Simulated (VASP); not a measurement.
Consider the following.

```
Cu2O
1.0
    4.36114     0.00000     0.00000
    0.00000     4.36114     0.00000
    0.00000     0.00000     4.36114
Cu O
4 2
Direct
  0.75000   0.25000   0.75000
  0.25000   0.75000   0.75000
  0.75000   0.75000   0.25000
  0.25000   0.25000   0.25000
  0.00000   0.00000   0.00000
  0.50000   0.50000   0.50000
```

These are rev-vdW-DF2, VASP's PBE PAW potentials (set 64) (plane waves; VASP) values and carry that method's errors. Numerical set-up: 520 eV cut-off, 5×5×5 Γ-centred mesh, Gaussian smearing of 0.050 eV, potentials Cu O.

Question: Predict the energy per atom (σ→0), pressure, band gap (on the k-mesh) with the smallest direct gap where there is one.

Answer: 
| Item | Result |
|---|---|
| band gap (on the k-mesh) | 0.44 eV |
| smallest direct gap (on the k-mesh) | 0.44 eV |
| energy per atom (σ→0) | -2.425 eV/atom |
| pressure | -5.92 GPa |

The compound is Cu2O in the cuprite structure. This cell is one point of a volume scan, at 1.06 of the reference volume.
